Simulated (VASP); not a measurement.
An input for Quantum ESPRESSO's pw.x (written as the equivalent of a VASP run, and not itself run):

```
&CONTROL
  calculation = 'scf'
  pseudo_dir = './pseudo'
  outdir = './out'
  tprnfor = .true.
  tstress = .true.
/
&SYSTEM
  ibrav = 0
  nat = 2
  ntyp = 2
  ecutwfc = 84
  occupations = 'smearing'
  smearing = 'gaussian'
  degauss = 0.003675
  input_dft = 'pbe'
/
&ELECTRONS
  conv_thr = 7.3e-08
  electron_maxstep = 100
/
ATOMIC_SPECIES
  Al 26.982 Al.upf
  N 14.007 N.upf
CELL_PARAMETERS angstrom
     0.0000000    2.1900000    2.1900000
     2.1900000    0.0000000    2.1900000
     2.1900000    2.1900000    0.0000000
ATOMIC_POSITIONS crystal
  Al   0.0000000  0.0000000  0.0000000
  N    0.2500000  0.2500000  0.2500000
K_POINTS automatic
  1 1 1 0 0 0
```

Task: Write the VASP files for the same calculation (PBE).

Result: Several could match; the one computed here: 
### INCAR
```
! general
SYSTEM=AlN
PREC  =Accurate
ENCUT =520
LREAL =F
LASPH =T

! electronic loop
EDIFF =1E-6
NELM  =100
ALGO  =Normal

! smearing
ISMEAR=0
SIGMA =0.05

! functional
GGA   =PE

! ions
ISIF  =2

! output
LWAVE =F
LCHARG=F
```

**KPOINTS**
```
Automatic
0
gamma
  1 1 1
0 0 0
```

**POSCAR**
```
AlN
3.0971280
  0.0000000000   0.7071067131   0.7071067131
  0.7071067131   0.0000000000   0.7071067131
  0.7071067131   0.7071067131   0.0000000000
Al N
1 1
direct
  0.0000000000   0.0000000000   0.0000000000
  0.2500000000   0.2500000000   0.2500000000
```

POTCAR, in this order: Al N (PBE.64 set). Program: vasp_std.

Limits of the translation: the potentials are each code's own (VASP's PAW set, PseudoDojo norm-conserving files in pw.x), so ENCUT and ecutwfc are chosen apart and not converted; conv_thr bounds pw.x's estimated SCF error, while EDIFF bounds the energy change between steps.

The compound is AlN in the zinc blende structure, a metastable form; wurtzite is the usual one. The cell was not relaxed at this level. The k-mesh is coarse (spacing up to 2.48 per Å, 2π included), so the numbers may not be converged in it.
